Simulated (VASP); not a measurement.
A VASP calculation is set up with these files.

**KPOINTS**
```
Automatic mesh
0
Gamma
11 11 11
0 0 0
```

File POSCAR:
```
TiCo
1.0
  2.9658424470   0.0000000000   0.0000000000
  0.0000000000   2.9658424470   0.0000000000
  0.0000000000   0.0000000000   2.9658424470
Ti Co
1 1
Cartesian
  0.0000000000   0.0000000000   0.0000000000
  1.4829212235   1.4829212235   1.4829212235
```

INCAR:
```
SYSTEM = TiCo
PREC = Accurate
ENCUT = 400
EDIFF = 1E-6
NELM = 100
ALGO = Normal
LREAL = .FALSE.
LASPH = .TRUE.
ISMEAR = 1
SIGMA = 0.1
GGA = PE
LMAXMIX = 4
LWAVE = .FALSE.
LCHARG = .FALSE.
IBRION = 2
ISIF = 3
NSW = 60
EDIFFG = -0.01
```

POTCAR, in this order: Ti_sv Co (PBE.64 set). Program: vasp_std.

Task: Write an equivalent input for Quantum ESPRESSO's pw.x.

Result: One equivalent input (not run):
```
&CONTROL
  calculation = 'vc-relax'
  pseudo_dir = './pseudo'
  outdir = './out'
  tprnfor = .true.
  tstress = .true.
  nstep = 60
  forc_conv_thr = 0.00039
/
&SYSTEM
  ibrav = 0
  nat = 2
  ntyp = 2
  ecutwfc = 96
  occupations = 'smearing'
  smearing = 'methfessel-paxton'
  degauss = 0.00735
  input_dft = 'pbe'
/
&ELECTRONS
  conv_thr = 7.3e-08
  electron_maxstep = 100
/
&IONS
/
&CELL
/
ATOMIC_SPECIES
  Ti 47.867 Ti.upf
  Co 58.933 Co.upf
CELL_PARAMETERS angstrom
     2.9658424   -0.0000000    0.0000000
    -0.0000000    2.9658424    0.0000000
     0.0000000   -0.0000000    2.9658424
ATOMIC_POSITIONS crystal
  Ti   0.0000000  0.0000000  0.0000000
  Co   0.5000000  0.5000000  0.5000000
K_POINTS automatic
  11 11 11 0 0 0
```
What does not carry over: the potentials are each code's own (VASP's PAW set, PseudoDojo norm-conserving files in pw.x), so ENCUT and ecutwfc are chosen apart and not converted; conv_thr bounds pw.x's estimated SCF error, while EDIFF bounds the energy change between steps; forc_conv_thr acts on force components and is met together with etot_conv_thr.

The compound is TiCo in the CsCl type structure. It was relaxed first. The start is the result of an earlier pass.
